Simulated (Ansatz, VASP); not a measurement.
LiAlO in VASP and in Ansatz

Contents of INCAR:

```
  PREC = Accurate
  ENCUT = 600
  EDIFF = 1E-6
  ISMEAR = 0
  SIGMA = 0.1
  LREAL = False
  LASPH = True
  NELM = 80
  ALGO = Normal
  ISIF = 3
  LWAVE = False
  LCHARG = False
  GGA = PE
  IBRION = 2
  NSW = 90
  EDIFFG = -0.04
```

The input KPOINTS:

```
regular mesh
0
Gamma
  4 4 4
```

File POSCAR:

```
LiAlO
1.0
    3.8706203200      0.0000000000      0.0000000000
    0.0000000000      3.8706203200      0.0000000000
    0.0000000000      0.0000000000      4.6209684800
Li Al O
2 2 2
Direct
    0.0000000000      0.0000000000      0.0000000000
    0.5000000000      0.5000000000      0.0000000000
    0.5000000000      0.0000000000      0.7353112500
    0.0000000000      0.5000000000      0.2646887500
    0.5000000000      0.0000000000      0.3594277600
    0.0000000000      0.5000000000      0.6405722400
```

Input for Ansatz:

```yaml
crystal:
  lattice:
    - [3.87062032, 0.0, 0.0]
    - [0.0, 3.87062032, 0.0]
    - [0.0, 0.0, 4.62096848]
  atoms:
    - { symbol: Li, position: [0.0, 0.0, 0.0] }
    - { symbol: Li, position: [0.5, 0.5, 0.0] }
    - { symbol: Al, position: [0.5, 0.0, 0.73531125] }
    - { symbol: Al, position: [0.0, 0.5, 0.26468875] }
    - { symbol: O, position: [0.5, 0.0, 0.35942776] }
    - { symbol: O, position: [0.0, 0.5, 0.64057224] }
basis:
  ecutwfc: 420
kpoints:
  mp_grid: { grid: [4, 4, 4] }
hamiltonian:
  xc: pbe
scf:
  occupations: { method: gaussian, width: 0.1 }
  lower_state_search: "off"
output:
  forces: true
  stress: true
  eigenvalues: true
relax:
  adjacent_minimum: "off"
  f_tol: 0.04
  max_steps: 70
  cell: { stress_tol: 0.4 }
```

Alike in both runs: task relaxation of cell and atoms; functional PBE; k mesh 4 × 4 × 4; occupations gaussian, width 0.1 eV; no spin polarisation.

|  | VASP | Ansatz |
| --- | --- | --- |
| version | VASP 6.6.1 | Ansatz 0.2.0 |
| potentials or method | VASP PAW PBE potentials, release 64 (Li_sv, Al, O) | scalar-relativistic, plane waves, PAW |
| plane-wave cutoff (eV) | 600 | 420 |
| valence electrons in the cell | 24 | 24 |

Ansatz gave:

```
gap on the k mesh at the Fermi level, each at its own relaxed structure (eV) : 1.98
relaxed volume (Å³/atom)                                                     : 11.21
relaxed cell length with the largest relative difference (Å)                 : 6.922
energy change over the relaxation (meV/atom)                                 : -755
```

Which values does VASP return?

gap on the k mesh at the Fermi level, each at its own relaxed structure (eV): 2.14; relaxed volume (Å³/atom): 11.11; relaxed cell length with the largest relative difference (Å): 6.333; energy change over the relaxation (meV/atom): -686.

One of these differences is far larger than is usual between the two programs; its cause wasn't traced.

Caveats: the cutoff is under 1.25 times the usual one of these potentials, so pressure, stress and relaxed cells hold a basis-set (Pulay) error (VASP). A k mesh can miss the band edges.
